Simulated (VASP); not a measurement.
Calculation: PBE GGA + U (Dudarev), VASP's PBE PAW potentials (set 64) (plane waves; VASP 6.6.1).

VASP input:

**POSCAR**
```
TiC
1
    0.0000000000     2.1474670000     2.1819300000
    2.2113730000     0.0000000000     2.1819300000
    2.2113730000     2.1474670000     0.0000000000
Ti C
1 1
Direct
  0.0000000000   0.0000000000   0.0000000000
  0.4802620000   0.5197380000   0.5197380000
```

KPOINTS:
```
Automatic mesh
0
Gamma
13 13 13
0 0 0
```

INCAR:
```
SYSTEM = TiC
PREC = Accurate; ENCUT = 520; LREAL = .FALSE.
LASPH = .TRUE.
EDIFF = 1E-6; NELM = 100; ALGO = Normal
LMAXMIX = 4
ISMEAR = 1; SIGMA = 0.1
GGA = PE
LDAUL = 2 -1
LDAUU = 5.0 0
LDAUJ = 0 0
LDAU = .TRUE.; LDAUTYPE = 2; LDAUPRINT = 1
ISIF = 2
LWAVE = .FALSE.; LCHARG = .FALSE.; LORBIT = 10
```

POTCAR, in this order: Ti_sv C (PBE.64 set). Program: vasp_std.

Problem. Estimate the energy per atom (σ→0), pressure, largest force, band gap (on the k-mesh).

Solution. 
```yaml
energy per atom (σ→0): -7.507 eV/atom
band gap (on the k-mesh): none (metal, semimetal or under 0.01 eV)
pressure: 10.35 GPa
largest_force: 0.784 eV/Å
```

**OSZICAR**
```
...
DAV:   8    -0.149900162788E+02    0.73010E-02   -0.26699E-01  9400   0.708E+00    0.153E+00
DAV:   9    -0.150255090759E+02   -0.35493E-01   -0.11271E-01 10232   0.333E+00    0.128E+00
DAV:  10    -0.150143740679E+02    0.11135E-01   -0.29735E-02  8900   0.276E+00    0.435E-01
DAV:  11    -0.150131224925E+02    0.12516E-02   -0.57815E-03  9808   0.101E+00    0.570E-02
DAV:  12    -0.150130613485E+02    0.61144E-04   -0.24425E-04  9892   0.251E-01    0.308E-02
DAV:  13    -0.150130745055E+02   -0.13157E-04   -0.38698E-05 10112   0.863E-02    0.716E-03
DAV:  14    -0.150130742306E+02    0.27482E-06   -0.34672E-06  8972   0.273E-02
   1 F= -.15013074E+02 E0= -.15013028E+02  d E =-.138073E-03
```

The compound is TiC in the rock salt structure. The cell was not relaxed at this level, atoms are displaced from their ideal sites. The run is one of a series of settings (LDAU = .TRUE., LDAUJ = 0 0, LDAUL = 2 -1, LDAUTYPE = 2, LDAUU = 5.0 0 against the base run), some of them coarse on purpose.
